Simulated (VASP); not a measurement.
Computed with PBE GGA, VASP's PBE PAW potentials (set 64) (plane waves; VASP).

A VASP calculation is set up with these files.

### POSCAR
```
MgB2
7.2505260
  0.2067416902  -0.3651561280   0.0000000000
  0.2067416902   0.3651561280   0.0000000000
  0.0000000000   0.0000000000   0.5000000000
Mg B
1 2
Cart
  0.0000000000   0.0000000000   0.0000000000
  0.2067416902   0.1217189528   0.2500000000
  0.2201129157  -0.1217189528   0.2500000000
```

**INCAR**
```
SYSTEM = MgB2
PREC = Accurate
ENCUT = 520
EDIFF = 1E-6
NELM = 100
ALGO = Normal
LREAL = .FALSE.
LASPH = .TRUE.
ISMEAR = 1
SIGMA = 0.1
GGA = PE
LWAVE = .FALSE.
LCHARG = .FALSE.
ISIF = 2
AMIX = 0.6
BMIX = 3.0
IMIX = 1
```

### KPOINTS
```
Automatic mesh
0
Gamma
11 11 8
0 0 0
```

POTCAR, in this order: Mg B (PBE.64 set). Program: vasp_std.

Output of the run:

File OSZICAR:
```
       N       E                     dE             d eps       ncg     rms          rms(c)
DAV:   1     0.709590795968E+01    0.70959E+01   -0.39665E+03  5144   0.844E+02
DAV:   2    -0.168918808585E+02   -0.23988E+02   -0.22995E+02  7008   0.113E+02
DAV:   3    -0.172058638886E+02   -0.31398E+00   -0.31307E+00  6040   0.158E+01
DAV:   4    -0.172064588949E+02   -0.59501E-03   -0.59480E-03  7904   0.628E-01
DAV:   5    -0.172064591246E+02   -0.22970E-06   -0.22996E-06  6120   0.939E-03    0.565E+00
DAV:   6    -0.160498360949E+02    0.11566E+01   -0.10474E+00  5552   0.593E+00    0.325E+00
DAV:   7    -0.156001332428E+02    0.44970E+00   -0.40855E-01  6328   0.356E+00    0.201E+00
DAV:   8    -0.154027886291E+02    0.19734E+00   -0.16593E-01  5968   0.223E+00    0.132E+00
DAV:   9    -0.153112682672E+02    0.91520E-01   -0.73657E-02  6000   0.147E+00    0.882E-01
DAV:  10    -0.152696898708E+02    0.41578E-01   -0.31020E-02  5904   0.934E-01    0.600E-01
DAV:  11    -0.152505094073E+02    0.19180E-01   -0.12836E-02  6000   0.598E-01    0.427E-01
DAV:  12    -0.152410023420E+02    0.95071E-02   -0.57828E-03  5944   0.399E-01    0.310E-01
DAV:  13    -0.152361636752E+02    0.48387E-02   -0.27427E-03  5992   0.275E-01    0.227E-01
DAV:  14    -0.152336977947E+02    0.24659E-02   -0.12892E-03  5944   0.189E-01    0.166E-01
DAV:  15    -0.152324377248E+02    0.12601E-02   -0.60840E-04  6024   0.130E-01    0.121E-01
DAV:  16    -0.152317909367E+02    0.64679E-03   -0.28797E-04  6048   0.900E-02    0.889E-02
DAV:  17    -0.152314573441E+02    0.33359E-03   -0.13822E-04  6072   0.627E-02    0.651E-02
DAV:  18    -0.152312846228E+02    0.17272E-03   -0.67115E-05  6040   0.441E-02    0.477E-02
DAV:  19    -0.152311949329E+02    0.89690E-04   -0.33043E-05  6096   0.313E-02    0.349E-02
DAV:  20    -0.152311482657E+02    0.46667E-04   -0.16420E-05  6152   0.222E-02    0.255E-02
DAV:  21    -0.152311239498E+02    0.24316E-04   -0.82285E-06  6200   0.159E-02    0.186E-02
DAV:  22    -0.152311112709E+02    0.12679E-04   -0.41537E-06  5896   0.114E-02    0.136E-02
DAV:  23    -0.152311046582E+02    0.66128E-05   -0.21169E-06  5384   0.823E-03    0.992E-03
DAV:  24    -0.152311012071E+02    0.34511E-05   -0.10545E-06  3264   0.597E-03    0.723E-03
DAV:  25    -0.152310994072E+02    0.17999E-05   -0.61853E-07  3120   0.464E-03    0.527E-03
DAV:  26    -0.152310984746E+02    0.93259E-06   -0.29509E-07  2640   0.331E-03
   1 F= -.15231098E+02 E0= -.15230959E+02  d E =-.419046E-03
```

### OUTCAR
```
------------------------ aborting loop because EDIFF is reached ----------------------------------------
  FORCE on cell =-STRESS in cart. coord.  units (eV):
  Direction    XX          YY          ZZ          XY          YZ          ZX
  --------------------------------------------------------------------------------------
  Total        2.4437092      0.6580304     -1.3373814     -0.5069659      0.0000000      0.0000000
  in kB      136.0645260     36.6388065    -74.4647376    -28.2276106      0.0000000      0.0000000
  external PRESSURE =      32.7461983 kB  Pullay stress =       0.0000000 kB
  volume of cell :       28.77
      direct lattice vectors                 reciprocal lattice vectors
     1.498986000 -2.647574000  0.000000000     0.333558819 -0.188852134  0.000000000
     1.498986000  2.647574000  0.000000000     0.333558819  0.188852134  0.000000000
     0.000000000  0.000000000  3.625263000     0.000000000  0.000000000  0.275842056
 POSITION                                       TOTAL-FORCE (eV/Angst)
 -----------------------------------------------------------------------------------
      0.00000      0.00000      0.00000         0.205792      0.015836      0.000000
      1.49899      0.88253      1.81263         0.828936     -0.361690      0.000000
      1.59593     -0.88253      1.81263        -1.034728      0.345854      0.000000
 -----------------------------------------------------------------------------------
    total drift:                               -0.000006     -0.000001      0.000000
  FREE ENERGIE OF THE ION-ELECTRON SYSTEM (eV)
  ---------------------------------------------------
  free  energy   TOTEN  =       -15.2310984746 eV

  energy  without entropy=      -15.2306794287  energy(sigma->0) =      -15.23095879
```
(Selected blocks of OUTCAR.)

OUTCAR:
```
 val. band max:        5.3728615530   @ k =   0.4545   0.0000   0.0000

 cond. band min:       5.3801060737   @ k =   0.0000   0.0000   0.1250


 Fermi energy:         5.3777737786

 k-point     1 :       0.0000    0.0000    0.0000
  band No.  band energies     occupation
      1      -7.1492      2.00000
      2       1.9150      2.00000
      3       5.3303      1.71164
      4       6.2428     -0.00000
      5       6.6421     -0.00000
      6      11.4064      0.00000
      7      12.8486      0.00000
      8      14.4069      0.00000

 k-point     2 :       0.0909    0.0000    0.0000
  band No.  band energies     occupation
      1      -7.0002      2.00000
      2       2.0676      2.00000
      3       4.7561      2.00000
      4       6.1051     -0.00000
      5       6.4332     -0.00000
      6      12.0390      0.00000
      7      12.6024      0.00000
      8      14.6598      0.00000

 k-point     3 :       0.0000    0.0909    0.0000
  band No.  band energies     occupation
      1      -6.9990      2.00000
      2       2.0607      2.00000
      3       5.0242      2.00001
      4       5.8220     -0.00000
      5       6.3889     -0.00000
      6      11.4625      0.00000
      7      13.4136      0.00000
      8      14.6368      0.00000

 k-point     4 :       0.1818    0.0000    0.0000
  band No.  band energies     occupation
      1      -6.5554      2.00000
      2       2.5230      2.00000
      3       3.3239      2.00000
      4       5.1973      2.02850
      5       6.8514     -0.00000
      6      11.6818      0.00000
      7      13.5534      0.00000
      8      13.9439      0.00000

 k-point     5 :       0.0000    0.1818    0.0000
  band No.  band energies     occupation
      1      -6.5504      2.00000
      2       2.4925      2.00000
      3       3.8640      2.00000
      4       4.5495      2.00000
      5       6.8191     -0.00000
      6      11.2051      0.00000
      7      13.8589      0.00000
...
```

The compound is MgB2 in the AlB2 type structure. The cell was not relaxed at this level, atoms are displaced from their ideal sites. The run is one of a series of settings (AMIX = 0.6, BMIX = 3.0, IMIX = 1 against the base run), some of them coarse on purpose.
